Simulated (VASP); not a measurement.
VASP ran on this input.

### INCAR
```
ALGO = Normal
EDIFF = 1E-6
EDIFFG = -0.02
ENCUT = 520
GGA = PS
IBRION = 2
ISIF = 3
ISMEAR = 0
LASPH = T
LCHARG = F
LREAL = F
LWAVE = F
NELM = 100
NSW = 60
PREC = Accurate
SIGMA = 0.05
SYSTEM = C
```

File POSCAR:
```
C
1.0
  2.4612744795   0.0000000000   0.0000000000
 -1.2306372398   2.1315266287   0.0000000000
  0.0000000000   0.0000000000   7.0288137676
C
4
Direct
  1.0000000000   0.0000000000   0.2500000000
  0.0000000000   1.0000000000   0.7500000000
  0.3333330000   0.6666670000   0.2500000000
  0.6666670000   0.3333330000   0.7500000000
```

KPOINTS:
```
Automatic mesh
0
Gamma
9 9 3
0 0 0
```

POTCAR, in this order: C (PBE.64 set). Program: vasp_std.

Problem. Write an equivalent input for Ansatz.

Solution. One equivalent input (not run):
Ansatz 0.2 input:
```yaml
crystal:
  lattice:
    - [2.4612745, 0.0000000, 0.0000000]
    - [-1.2306372, 2.1315266, 0.0000000]
    - [0.0000000, 0.0000000, 7.0288138]
  atoms:
    - { symbol: C, position: [1.0000000, 0.0000000, 0.2500000] }
    - { symbol: C, position: [0.0000000, 1.0000000, 0.7500000] }
    - { symbol: C, position: [0.3333330, 0.6666670, 0.2500000] }
    - { symbol: C, position: [0.6666670, 0.3333330, 0.7500000] }
kpoints:
  mp_grid: { grid: [9, 9, 3] }
hamiltonian:
  xc: pbesol
  pseudopotentials: { kind: paw }
scf:
  occupations: { method: gaussian, width: 0.05 }
  max_iter: 100
relax:
  max_steps: 60
  f_tol: 0.02
  cell: {}
output: { forces: true, stress: true, eigenvalues: true }
```
What does not carry over: each code has its own PAW files, so the cut-off isn't converted (ENCUT is set for VASP's; basis.ecutwfc is left out, and Ansatz then takes the one that its files recommend); Ansatz stops its SCF on the density residual and VASP on the energy change (EDIFF).

The structure comes from a measured C entry (P6_3/mmc) of the Crystallography Open Database, whose conditions weren't checked. It was relaxed first. The k-mesh is coarse (spacing up to 0.33 per Å, 2π included), so the numbers may not be converged in it. The start is the result of an earlier pass.
